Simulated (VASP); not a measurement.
Method: PBE GGA, VASP's PBE PAW potentials (set 64) (plane waves; VASP).

VASP input:

POSCAR:
```
Sb2Se3
12.648870
  1.0000000000   0.0000000000   0.0000000000
  0.0000000000   0.3236965832   0.0000000000
  0.0000000000   0.0000000000   0.9475459863
Sb Se
8 12
Cart
  0.1403200000   0.2427724374   0.0360920266
  0.8596800000   0.0809241458   0.9114539597
  0.3596800000   0.0809241458   0.5098650198
  0.6403200000   0.2427724374   0.4376809665
  0.0338100000   0.0809241458   0.3123016816
  0.9661900000   0.2427724374   0.6352443047
  0.4661900000   0.2427724374   0.7860746748
  0.5338100000   0.0809241458   0.1614713115
  0.9483500000   0.2427724374   0.1208405396
  0.0516500000   0.0809241458   0.8267054467
  0.5516500000   0.0809241458   0.5946135328
  0.4483500000   0.2427724374   0.3529324535
  0.2053300000   0.0809241458   0.1820235840
  0.7946700000   0.2427724374   0.7655224023
  0.2946700000   0.2427724374   0.6557965771
  0.7053300000   0.0809241458   0.2917494092
  0.6273500000   0.2427724374   0.0512622379
  0.3726500000   0.0809241458   0.8962837485
  0.8726500000   0.0809241458   0.5250352310
  0.1273500000   0.2427724374   0.4225107553
```

### KPOINTS
```
Automatic mesh
0
Gamma
1 3 1
0 0 0
```

### INCAR
```
! general
SYSTEM  = Sb2Se3
PREC    = Accurate
ENCUT   = 210
LREAL   = Auto
LASPH   = T

! electronic loop
EDIFF   = 1E-6   ! SCF stop (eV)
NELM    = 100
ALGO    = Normal
LMAXMIX = 4   ! l cut-off of mixed one-centre charges

! smearing
ISMEAR  = 0
SIGMA   = 0.01   ! width (eV)

! functional
GGA     = PE

! ions
ISIF    = 2   ! forces and stress, cell fixed

! output
LWAVE   = F
LCHARG  = F
```

POTCAR, in this order: Sb Se (PBE.64 set). Program: vasp_std.

Output

**OUTCAR**
```
 ion  position               nearest neighbor table
   1  0.140  0.750  0.038-   9 2.65  13 2.88  13 2.88  10 3.06  10 3.06
   2  0.860  0.250  0.962-  10 2.65  14 2.88  14 2.88   9 3.06   9 3.06
   3  0.360  0.250  0.538-  11 2.65  15 2.88  15 2.88  12 3.06  12 3.06
   4  0.640  0.750  0.462-  12 2.65  16 2.88  16 2.88  11 3.06  11 3.06
   5  0.034  0.250  0.330-  13 2.72  20 2.74  20 2.74
   6  0.966  0.750  0.670-  14 2.72  19 2.74  19 2.74
   7  0.466  0.750  0.830-  15 2.72  18 2.74  18 2.74
   8  0.534  0.250  0.170-  16 2.72  17 2.74  17 2.74
   9  0.948  0.750  0.128-   1 2.65   2 3.06   2 3.06
  10  0.052  0.250  0.872-   2 2.65   1 3.06   1 3.06
  11  0.552  0.250  0.628-   3 2.65   4 3.06   4 3.06
  12  0.448  0.750  0.372-   4 2.65   3 3.06   3 3.06
  13  0.205  0.250  0.192-   5 2.72   1 2.88   1 2.88
  14  0.795  0.750  0.808-   6 2.72   2 2.88   2 2.88
  15  0.295  0.750  0.692-   7 2.72   3 2.88   3 2.88
  16  0.705  0.250  0.308-   8 2.72   4 2.88   4 2.88
  17  0.627  0.750  0.054-   8 2.74   8 2.74
  18  0.373  0.250  0.946-   7 2.74   7 2.74
  19  0.873  0.250  0.554-   6 2.74   6 2.74
  20  0.127  0.750  0.446-   5 2.74   5 2.74
  LATTYP: Found a simple orthorhombic cell.
 ALAT       =     4.0943960000
 B/A-ratio  =     2.9272659508
 C/A-ratio  =     3.0893128071
 Subroutine PRICEL returns:
 Original cell was already a primitive cell.
 Subroutine GETGRP returns: Found  8 space group operations
The static configuration has the point symmetry S_2 .
 The point group associated with its full space group is D_2h.
The dynamic configuration has the point symmetry S_2 .
 Subroutine INISYM returns: Found  8 space group operations
 Subroutine IBZKPT returns following result:
 Found      2 irreducible k-points:

 Following reciprocal coordinates:
            Coordinates               Weight
  0.000000  0.000000  0.000000      1.000000
  0.000000  0.333333  0.000000      2.000000
   k-points           NKPTS =      2   k-points in BZ     NKDIM =      2   number of bands    NBANDS=     67
   number of dos      NEDOS =    301   number of ions     NIONS =     20
   total plane-waves  NPLWV =  72000
   dimension x,y,z NGX =    60 NGY =   20 NGZ =   60
   dimension x,y,z NGXF=   120 NGYF=   40 NGZF=  120
   ions per type =               8  12
   PREC   = accura    normal or accurate (medium, high low for compatibility)
   ISTART =      0    job   : 0-new  1-cont  2-samecut
   ICHARG =      2    charge: 1-file 2-atom 10-const
   ISPIN  =      1    spin polarized calculation?
   LNONCOLLINEAR =      F non collinear calculations
   LSORBIT =      F    spin-orbit coupling
   INIWAV =      1    electr: 0-lowe 1-rand  2-diag
   ENCUT  =  210.0 eV  15.43 Ry    3.93 a.u.  14.95  4.84 14.16*2*pi/ulx,y,z
   NELM   =    100;   NELMIN=  2; NELMDL= -5     # of ELM steps
   EDIFF  = 0.1E-05   stopping-criterion for ELM
   LREAL  =      T    real-space projection
   NLSPLINE    = F    spline interpolate recip. space projectors
   LMAXMIX     =    4 max onsite mixed and CHGCAR
   VOSKOWN=      0    Vosko Wilk Nusair interpolation
   EDIFFG = 0.1E-04   stopping-criterion for IOM
   NSW    =      0    number of steps for IOM
   NBLOCK =      1;   KBLOCK =      1    inner block; outer block
   IBRION =     -1    ionic relax: 0-MD 1-quasi-New 2-CG
   NFREE  =      0    steps in history (QN), initial steepest desc. (CG)
   ISIF   =      2    stress and relaxation
   ISYM   =      2    0-nonsym 1-usesym 2-fastsym
   TEIN   =    0.0    initial temperature
   TEBEG  =    0.0;   TEEND  =   0.0 temperature during run
   SMASS  =  -3.00    Nose mass-parameter (am)
   PSTRESS=    0.0 pullay stress
   NELECT =     112.0000    total number of electrons
   EFERMI =   0.00;   METHOD = LEGACY
   ISMEAR =     0;   SIGMA  =   0.01  broadening in eV -4-tet -1-fermi 0-gaus
   IALGO  =     38    algorithm
   LDIAG  =      T    sub-space diagonalisation (order eigenvalues)
...
```

OSZICAR:
```
       N       E                     dE             d eps       ncg     rms          rms(c)
DAV:   1     0.410066348781E+03    0.41007E+03   -0.24966E+04   268   0.658E+02
DAV:   2    -0.376741669940E+02   -0.44774E+03   -0.42862E+03   336   0.169E+02
DAV:   3    -0.813475113574E+02   -0.43673E+02   -0.42987E+02   320   0.550E+01
DAV:   4    -0.827731682206E+02   -0.14257E+01   -0.14141E+01   360   0.962E+00
DAV:   5    -0.828131934953E+02   -0.40025E-01   -0.39958E-01   328   0.151E+00    0.119E+01
DAV:   6    -0.801240933341E+02    0.26891E+01   -0.85649E+00   328   0.657E+00    0.790E+00
DAV:   7    -0.801468129666E+02   -0.22720E-01   -0.13484E+00   320   0.289E+00    0.282E+00
DAV:   8    -0.801459973199E+02    0.81565E-03   -0.80561E-02   360   0.858E-01    0.102E+00
DAV:   9    -0.801495519701E+02   -0.35547E-02   -0.15813E-02   368   0.453E-01    0.201E-01
DAV:  10    -0.801501672735E+02   -0.61530E-03   -0.28019E-03   312   0.174E-01    0.114E-01
DAV:  11    -0.801505829035E+02   -0.41563E-03   -0.81856E-04   360   0.764E-02    0.585E-02
DAV:  12    -0.801507839234E+02   -0.20102E-03   -0.22954E-04   320   0.515E-02    0.168E-02
DAV:  13    -0.801508325757E+02   -0.48652E-04   -0.74867E-05   312   0.269E-02    0.102E-02
DAV:  14    -0.801508392498E+02   -0.66741E-05   -0.77920E-06   304   0.851E-03    0.366E-03
DAV:  15    -0.801508412826E+02   -0.20328E-05   -0.31771E-06   272   0.505E-03    0.180E-03
DAV:  16    -0.801508417159E+02   -0.43330E-06   -0.23796E-07   200   0.154E-03
   1 F= -.80150842E+02 E0= -.80150842E+02  d E =-.207239E-31
```

File OUTCAR:
```
------------------------ aborting loop because EDIFF is reached ----------------------------------------
  FORCE on cell =-STRESS in cart. coord.  units (eV):
  Direction    XX          YY          ZZ          XY          YZ          ZX
  --------------------------------------------------------------------------------------
  Total       -8.6561999     -8.5355868    -12.9691084      0.0000000      0.0000000      0.0000000
  in kB      -22.3431428    -22.0318195    -33.4755023      0.0000000      0.0000000      0.0000000
  external PRESSURE =     -25.9501549 kB  Pullay stress =       0.0000000 kB
  volume of cell :      620.72
      direct lattice vectors                 reciprocal lattice vectors
    12.648870000  0.000000000  0.000000000     0.079058446  0.000000000  0.000000000
     0.000000000  4.094396000  0.000000000     0.000000000  0.244236268  0.000000000
     0.000000000  0.000000000 11.985386000     0.000000000  0.000000000  0.083434943
 POSITION                                       TOTAL-FORCE (eV/Angst)
 -----------------------------------------------------------------------------------
      1.77489      3.07080      0.45652        -0.244174      0.000000      0.271509
     10.87398      1.02360     11.52886         0.244174      0.000000     -0.271509
      4.54955      1.02360      6.44922         0.244174     -0.000000      0.271509
      8.09932      3.07080      5.53617        -0.244174      0.000000     -0.271509
      0.42766      1.02360      3.95026         0.413161     -0.000000      0.077526
     12.22121      3.07080      8.03512        -0.413161      0.000000     -0.077526
      5.89678      3.07080      9.94296        -0.413161      0.000000      0.077526
      6.75209      1.02360      2.04243         0.413161     -0.000000     -0.077526
     11.99556      3.07080      1.52850         0.141411      0.000000     -0.089188
      0.65331      1.02360     10.45689        -0.141411     -0.000000      0.089188
      6.97775      1.02360      7.52119        -0.141411     -0.000000     -0.089188
      5.67112      3.07080      4.46420         0.141411      0.000000      0.089188
      2.59719      1.02360      2.30239        -0.299020      0.000000     -0.224823
     10.05168      3.07080      9.68299         0.299020     -0.000000      0.224823
      3.72724      3.07080      8.29509         0.299020     -0.000000     -0.224823
      8.92163      1.02360      3.69030        -0.299020      0.000000      0.224823
      7.93527      3.07080      0.64841        -0.146272      0.000000      0.162330
      4.71360      1.02360     11.33698         0.146272      0.000000     -0.162330
     11.03804      1.02360      6.64110         0.146272      0.000000      0.162330
      1.61083      3.07080      5.34428        -0.146272     -0.000000     -0.162330
 -----------------------------------------------------------------------------------
    total drift:                                0.000000      0.000000     -0.000000
  FREE ENERGIE OF THE ION-ELECTRON SYSTEM (eV)
  ---------------------------------------------------
  free  energy   TOTEN  =       -80.1508417159 eV

  energy  without entropy=      -80.1508417159  energy(sigma->0) =      -80.15084172
```
(Selected blocks of OUTCAR.)

At this cut-off the stress carries a Pulay error, which pulls relaxed volumes low.

The structure comes from a computed database's Sb2Se3 entry; how it stands against other phases isn't given here. The cell was not relaxed at this level. The k-mesh is coarse (spacing up to 0.52 per Å, 2π included), so the numbers may not be converged in it. The run is one of a series of settings (ENCUT = 210 against the base run), some of them coarse on purpose.
